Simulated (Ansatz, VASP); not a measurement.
# Cross-check of NbGe2P4 (NbGe2P4 monolayer) between VASP and Ansatz, part 2 of 2

Wanted: the spread between two codes on one cell, functional and k mesh. The structure shown is the start of the Ansatz relaxation below; VASP solves that cell, so the two are compared at the walk's first step.

VASP 6.6.1 and Ansatz 0.2.0.

So far: Set-up; Ansatz: relaxation, PBE with D3(BJ).

## 3. VASP: single point, PBE with D3(BJ), start cell

Level of this step: PBE with D3(BJ), zero-moment start; plane waves and PAW (P, Ge_d, Nb_sv) (VASP).

The same cell, functional, mesh and smearing now go to VASP, with its own data sets.

Lines of VASP's logs that name or quote its potential files are left out, and so is its time.

Contents of INCAR:

```
SYSTEM = NbGe2P4
PREC = Accurate
ENCUT = 410
EDIFF = 1E-06
NELM = 200
ISMEAR = -1
SIGMA = 0.05
LREAL = .FALSE.
ALGO = Normal
GGA = PE
IVDW = 12
NBANDS = 41
ISPIN = 2
MAGMOM = -0 0 0 -0 -0 -0 -0
LASPH = .TRUE.
LMAXMIX = 4
LORBIT = 11
LWAVE = .FALSE.
LCHARG = .FALSE.
ISIF = 2
LDIPOL = .TRUE.
IDIPOL = 3
DIPOL = 0.5 0.5 0.5
LVHAR = .TRUE.
GGA_COMPAT = .FALSE.
NELMDL = -8
KPAR = 2
```

Contents of POSCAR:

```
NbGe2P4
1.0
    3.5800000000      0.0000000000      0.0000000000
   -1.7900000000      3.1003710000      0.0000000000
    0.0000000000      0.0000000000     48.6113030000
P Ge Nb
4 2 1
Direct
    0.0000000000      0.0000000000      0.4093698126
    0.3333333333      0.6666666667      0.4701287065
    0.3333333333      0.6666666667      0.5298712935
    0.0000000000      0.0000000000      0.5906301874
    0.3333333333      0.6666666667      0.4248717423
    0.3333333333      0.6666666667      0.5751282577
    0.0000000000      0.0000000000      0.4999999897
```

Contents of KPOINTS:

```
Automatic mesh
0
Gamma
12 12 1
0 0 0
```

Potentials, in the order of the species: P, Ge_d and Nb_sv (PBE family, release 64).

Run with:

```bash
$ mpirun -np 2 vasp_std
```

Numbers of over 12 decimals in the logs are rounded to 6 here.

What it wrote:

```text
[banner, memory and clock lines left out]
running    2 mpi-ranks, on    1 nodes
 distrk:  each k-point on    1 cores,    2 groups
 distr:  one band on    1 cores,    1 groups

 POSCAR found type information on POSCAR P GeNb
 POSCAR found :  3 types and       7 ions
 LDA part: xc-table for (Slater+PW92), standard interpolation
 POSCAR, INCAR and KPOINTS ok, starting setup
 FFT: planning ... GRIDC
 FFT: planning ... GRID_SOFT
 FFT: planning ... GRID
 WAVECAR not read
 entering main loop
       N       E                     dE             d eps       ncg     rms          rms(c)
DAV:   1     0.510535868846E+03    0.51054E+03   -0.24959E+04  3829   0.131E+03
DAV:   2     0.301241027494E+02   -0.48041E+03   -0.46436E+03  3726   0.333E+02
DAV:   3    -0.388513053214E+02   -0.68975E+02   -0.68064E+02  4903   0.142E+02
DAV:   4    -0.428649590335E+02   -0.40137E+01   -0.39566E+01  4926   0.367E+01
DAV:   5    -0.430929387671E+02   -0.22798E+00   -0.22715E+00  5376   0.632E+00
DAV:   6    -0.430982993215E+02   -0.53606E-02   -0.53567E-02  4896   0.907E-01
DAV:   7    -0.430985504681E+02   -0.25115E-03   -0.25110E-03  5328   0.183E-01
DAV:   8    -0.430985618774E+02   -0.11409E-04   -0.11409E-04  4984   0.344E-02    0.131E+01
DAV:   9    -0.412432650011E+02    0.18553E+01   -0.62463E+00  4440   0.127E+01    0.694E+00
DAV:  10    -0.411441405712E+02    0.99124E-01   -0.27177E+00  4981   0.860E+00    0.456E+00
DAV:  11    -0.408977938757E+02    0.24635E+00   -0.11005E+00  4243   0.551E+00    0.130E+00
DAV:  12    -0.408972766954E+02    0.51718E-03   -0.14821E-01  4232   0.180E+00    0.858E-01
DAV:  13    -0.408950269809E+02    0.22497E-02   -0.27596E-02  4520   0.798E-01    0.278E-01
DAV:  14    -0.408949422534E+02    0.84727E-04   -0.29346E-03  4968   0.411E-01    0.133E-01
[...]
DAV:  21    -0.408953210558E+02   -0.36026E-04   -0.20420E-06  2790   0.436E-03    0.550E-03
DAV:  22    -0.408953305996E+02   -0.95438E-05   -0.25147E-07  2672   0.262E-03    0.295E-03
DAV:  23    -0.408953619585E+02   -0.31359E-04   -0.28742E-06  2671   0.380E-03    0.240E-03
DAV:  24    -0.408953649174E+02   -0.29589E-05   -0.23291E-07  2680   0.203E-03    0.109E-03
DAV:  25    -0.408953670025E+02   -0.20851E-05   -0.57416E-08  2368   0.119E-03    0.672E-04
DAV:  26    -0.408953709149E+02   -0.39124E-05   -0.73053E-08  2408   0.104E-03    0.375E-04
DAV:  27    -0.408953750042E+02   -0.40893E-05   -0.12616E-07  2564   0.111E-03    0.500E-04
DAV:  28    -0.408953755576E+02   -0.55340E-06   -0.12641E-08  2232   0.658E-04
   1 F= -.43391462E+02 E0= -.43382610E+02  d E =-.177053E-01  mag=    -0.0000
```

OUTCAR, selected parts (step 3):

```text
ion  position               nearest neighbor table
   1  0.000  0.000  0.409-   5 2.20   5 2.20   5 2.20
   2  0.333  0.667  0.470-   5 2.20   7 2.53   7 2.53   7 2.53   3 2.90
   3  0.333  0.667  0.530-   6 2.20   7 2.53   7 2.53   7 2.53   2 2.90
   4  0.000  0.000  0.591-   6 2.20   6 2.20   6 2.20
   5  0.333  0.667  0.425-   1 2.20   1 2.20   1 2.20   2 2.20
   6  0.333  0.667  0.575-   4 2.20   4 2.20   4 2.20   3 2.20
   7  0.000  0.000  0.500-   2 2.53   2 2.53   2 2.53   3 2.53   3 2.53   3 2.53

  LATTYP: Found a hexagonal cell.
 ALAT       =     3.5800000000
 C/A-ratio  =    13.5785762570

 Subroutine GETGRP returns: Found 12 space group operations
 (whereof 12 operations were pure point group operations)

The static configuration has the point symmetry D_3h.

 Found     19 irreducible k-points:

   k-points           NKPTS =     19   k-points in BZ     NKDIM =     19   number of bands    NBANDS=     41

   dimension x,y,z NGX =    24 NGY =   24 NGZ =  324
   dimension x,y,z NGXF=    48 NGYF=   48 NGZF=  648

   ENCUT  =  410.0 eV  30.13 Ry    5.49 a.u.   5.91  5.91 80.26*2*pi/ulx,y,z

   NELECT =      61.0000    total number of electrons

 k-points in reciprocal lattice and weights: Automatic mesh
   0.00000000  0.00000000  0.00000000       0.007
   0.08333333  0.00000000  0.00000000       0.042
   0.16666667  0.00000000  0.00000000       0.042
   0.25000000  0.00000000  0.00000000       0.042
   0.33333333  0.00000000  0.00000000       0.042
   0.41666667  0.00000000  0.00000000       0.042
   0.50000000  0.00000000  0.00000000       0.021
   0.08333333  0.08333333  0.00000000       0.042
   0.16666667  0.08333333  0.00000000       0.083
[...]
0.33333333  0.25000000  0.00000000       0.083
   0.33333333  0.33333333  0.00000000       0.014

 dipolmoment           0.000000      0.000000      0.000006 electrons x Angstroem

 average (electrostatic) potential at core
       1 -91.0687       2 -90.1766       3 -90.1765       4 -91.0686       5 -82.1822
       6 -82.1821       7 -90.8036

 E-fermi :  -2.3820

 spin component 1
 k-point     1 :       0.0000    0.0000    0.0000
  band No.  band energies     occupation
    ...
     26      -4.1798      1.00000
     27      -4.1798      1.00000
     28      -2.9891      0.99999
     29      -2.9891      0.99999
     30      -2.7288      0.99903
     31      -2.0197      0.00071
     32      -0.8746      0.00000
     33      -0.5602      0.00000
     34       0.0417      0.00000
     35       0.0417      0.00000
    ...

 k-point     2 :       0.0833    0.0000    0.0000
  band No.  band energies     occupation
    ...
     26      -4.4817      1.00000
     27      -4.1721      1.00000
     28      -3.1986      1.00000
     29      -3.1101      1.00000
     30      -2.6288      0.99287
     31      -1.8725      0.00004
     32      -0.4773      0.00000
     33      -0.3621      0.00000
     34       0.1673      0.00000
     35       0.3033      0.00000
    ...

 k-point     3 :       0.1667    0.0000    0.0000
  band No.  band energies     occupation
    ...
     26      -4.5075      1.00000
     27      -3.9865      1.00000
     28      -3.5533      1.00000
     29      -3.4022      1.00000
     30      -2.7992      0.99976
     31      -2.0741      0.00211
     32      -0.6060      0.00000
     33      -0.5837      0.00000
     34       0.6076      0.00000
     35       0.8310      0.00000
    ...

 k-point     4 :       0.2500    0.0000    0.0000
  band No.  band energies     occupation
    ...
     27      -4.0027      1.00000
     28      -3.7367      1.00000
     29      -3.6377      1.00000
     30      -3.1237      1.00000
     31      -2.4553      0.81234
     32      -1.0043      0.00000
     33      -0.9316      0.00000
     34       0.4927      0.00000
     35       0.6207      0.00000
     36       1.1739      0.00000
    ...

 k-point     5 :       0.3333    0.0000    0.0000
  band No.  band energies     occupation
    ...
     27      -4.1196      1.00000
     28      -4.0216      1.00000
     29      -3.4036      1.00000
     30      -3.2369      1.00000
     31      -2.6744      0.99712
     32      -1.3805      0.00000
     33      -1.2677      0.00000
     34       0.2962      0.00000
     35       0.3994      0.00000
     36       1.3926      0.00000
    ...

 k-point     6 :       0.4167    0.0000    0.0000
  band No.  band energies     occupation
    ...
     27      -4.2076      1.00000
     28      -4.0033      1.00000
     29      -3.6040      1.00000
     30      -2.9110      0.99997
     31      -2.7917      0.99972
     32      -1.5467      0.00000
     33      -1.5068      0.00000
     34       0.1704      0.00000
     35       0.2682      0.00000
     36       1.0914      0.00000
    ...

 Edisp (eV)   -2.49609

  Total       4.82200     4.82200    12.81832     0.00000    -0.00000     0.00000
  in kB      14.31870    14.31870    38.06341     0.00000    -0.00000     0.00000
  external pressure =       22.23 kB  Pullay stress =        0.00 kB

  energy-cutoff  :      410.00
  volume of cell :      539.55
      direct lattice vectors                 reciprocal lattice vectors
     3.580000000  0.000000000  0.000000000     0.279329609  0.161271022  0.000000000
    -1.790000000  3.100371000  0.000000000     0.000000000  0.322542044  0.000000000
     0.000000000  0.000000000 48.611303000     0.000000000  0.000000000  0.020571347

 POSITION                                       TOTAL-FORCE (eV/Angst)
 -----------------------------------------------------------------------------------
      0.00000      0.00000     19.90000         0.000000      0.000000     -3.142511
     -0.00000      2.06691     22.85357        -0.000000      0.000000      1.921206
     -0.00000      2.06691     25.75773        -0.000000     -0.000000     -1.921206
      0.00000      0.00000     28.71130         0.000000      0.000000      3.142511
     -0.00000      2.06691     20.65357         0.000000     -0.000000      1.241583
     -0.00000      2.06691     27.95773         0.000000     -0.000000     -1.241583
      0.00000      0.00000     24.30565        -0.000000      0.000000      0.000000
 -----------------------------------------------------------------------------------
    total drift:                               -0.000001     -0.000002      0.001508

  FREE ENERGIE OF THE ION-ELECTRON SYSTEM (eV)
  ---------------------------------------------------
  free  energy   TOTEN  =       -43.3914624885 eV

  energy  without entropy=      -43.3737572313  energy(sigma->0) =      -43.38260986

 vacuum level on the upper side and lower side of the slab         2.941         2.941

 total charge
# of ion       s       p       d       tot
------------------------------------------
    1        1.042   1.562   0.000   2.604
    2        1.033   1.536   0.000   2.569
    3        1.033   1.536   0.000   2.569
    4        1.042   1.562   0.000   2.604
    5        1.103   1.437  10.146  12.686
    6        1.103   1.437  10.146  12.686
    7        2.158   6.030   2.437  10.625
--------------------------------------------------
tot          8.514  15.100  22.729  46.343

 magnetization (x)
# of ion       s       p       d       tot
------------------------------------------
    1        0.000   0.000   0.000   0.000
    2        0.000  -0.000   0.000  -0.000
    3        0.000  -0.000   0.000  -0.000
    4        0.000   0.000   0.000   0.000
    5        0.000   0.000  -0.000   0.000
    6        0.000   0.000  -0.000   0.000
    7        0.000   0.000   0.000   0.000
--------------------------------------------------
tot          0.000   0.000   0.000   0.000

[... 2 further parts left out ...]
```

This run allows spin, but its moments start at zero, where symmetry between the spins tends to hold them. Its electron count is odd, so without a moment it is a metal by construction.

## 4. Side by side

Known differences besides the potentials themselves: Ansatz cuts the interaction across the vacuum, VASP repeats the sheet with a dipole correction; the cutoff is 420 eV in Ansatz and 410 eV in VASP. Total energies have different zeros and are not compared.

Forces (eV/Å; atoms numbered as in POSCAR):

```
atom        Ansatz x, y, z          VASP x, y, z
  P1  0.000, 0.000, -3.159  0.000, 0.000, -3.143
  P2   0.000, 0.000, 1.942   0.000, 0.000, 1.921
  P3  0.000, 0.000, -1.942  0.000, 0.000, -1.921
  P4   0.000, 0.000, 3.159   0.000, 0.000, 3.143
 Ge5   0.000, 0.000, 1.228   0.000, 0.000, 1.242
 Ge6  0.000, 0.000, -1.228  0.000, 0.000, -1.242
 Nb7   0.000, 0.000, 0.000   0.000, 0.000, 0.000
```

The forces differ by 9.4 meV/Å r.m.s., which is 0.8 % of the r.m.s. force of 1.200 eV/Å (both taken over all components). Moments aren't recorded for both runs of this pair, so they may hold unlike magnetic states. With vacuum in the cell, a pressure given here is an average over mostly empty space and none of the material.

## 5. Summary of results

- r.m.s. force difference (single point, PBE with D3(BJ), start cell): 0.78 % of the r.m.s. force

**Reading.** The r.m.s. force difference is 0.78 % of the r.m.s. force (single point, PBE with D3(BJ), start cell), within the 3 % picked in this series as the mark of a large difference. 1 further run of this series is not shown here. Such differences can come from data sets, numerical settings and the points named under the comparisons, not from the functional's error against experiment.

[Lines on the potential files, build, host, timing and source positions are cut from VASP's logs without a mark.]

[Logs are printed without paths, hosts, clocks, repeated set-up lines and the standing remarks that a program may print on its own settings, such as how far it seeks lower states.]

[Hosts, paths, dates, database ids (printed as entryN), source tags and the programs' standing remarks are cut or masked in the printed files.]
